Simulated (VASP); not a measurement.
Input:

```
CELL_PARAMETERS angstrom
      0.00000     1.73776     1.73776
      1.73776     0.00000     1.73776
      1.73776     1.73776     0.00000
ATOMIC_POSITIONS crystal
  Ni 0.00000 0.00000 0.00000
```
Starting moments (μB, in the order of the record's atoms Ni): 0.6.

The numbers are results of PBE GGA with D3 dispersion (Becke-Johnson damping), VASP's PBE PAW potentials (set 64) (plane waves; VASP), not measurements. Numerical set-up: 520 eV cut-off, 16×16×16 Γ-centred mesh, first-order Methfessel-Paxton smearing of 0.10 eV, potentials Ni.

Problem. What does the run give for the cell moment, energy per atom (σ→0), band gap (on the k-mesh) with the smallest direct gap where there is one?

Solution. 
* **band gap (on the k-mesh)**: none (metal, semimetal or under 0.01 eV)
* **cell moment**: 0.59 μB
* **energy per atom (σ→0)**: -5.942 eV/atom

Problem. Give the moment on each site (PAW-sphere projection).

Solution. 
```csv
site,moment (μB)
Ni1,0.60
```

The absolute energy has meaning only against runs of the same code, potentials and settings.

The compound is Ni in the fcc structure. It was relaxed first. The start is the result of an earlier pass.
